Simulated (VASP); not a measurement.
Runs of VASP 6.6.1 on FC2I2H3. The cell holds a molecule in a box, 8 atoms: a = 13.000 Å, b = 13.000 Å, c = 13.000 Å, α = 90.00°, β = 90.00°, γ = 90.00°. 

| task | level | potentials or basis | cell | cutoff (eV) | grid for exact exchange (PRECFOCK) | screening parameter | exchange at q = 0 | gap on the mesh (eV) | largest force (eV/Å) |
| --- | --- | --- | --- | --- | --- | --- | --- | --- | --- |
| single point | HSE06 | VASP PAW PBE potentials, release 64 (F, C, I, H) | as given | 520 | Fast | 0.2 1/A | - | (a) | 0.44 |
| single point | B3LYP+D3(BJ) | VASP PAW PBE potentials, release 64 (F_h, C_h, I, H_h) | as given | 900 | Fast | - | truncated | 5.36 | 0.52 |
| single point | PBE | VASP PAW PBE potentials, release 64 (F, C, I, H) | atoms moved at random, drawn with an rms of 0.05 Å | 520 | - | - | - | 3.35 | 4.47 |
| single point | PBE | VASP PAW PBE potentials, release 64 (F, C, I, H) | as given | 520 | - | - | - | 3.83 | 1.14 |
| relaxation of the atoms | PBE | VASP PAW PBE potentials, release 64 (F, C, I, H) | atoms relaxed from: atoms moved at random, drawn with an rms of 0.02 Å | 520 | - | - | - | 3.65 | 0.02 |
| atomic charges | PBE+TS | VASP PAW PBE potentials, release 64 (F, C, I, H) | as given | 520 | - | - | - | 3.83 | 1.15 |
| single point | PBE+TS | VASP PAW PBE potentials, release 64 (F, C, I, H) | as given | 520 | - | - | - | 3.83 | 1.15 |
| electron localisation function | PBE | VASP PAW PBE potentials, release 64 (F, C, I, H) | as given | 520 | - | - | - | 3.83 | 1.14 |

Alike in all rows: no spin polarisation; k mesh 1 × 1 × 1; smearing gaussian 0.01 eV.

Question: Estimate the missing entries.

Answer: (a) 5.10.

Caveats: spin-orbit coupling is left out, which moves the levels of the heavy elements; the PAW data sets were made with another functional, which shifts forces and pressure a little (some runs).

A k mesh can miss the band edges, and the runs leave out spin-orbit coupling on I.
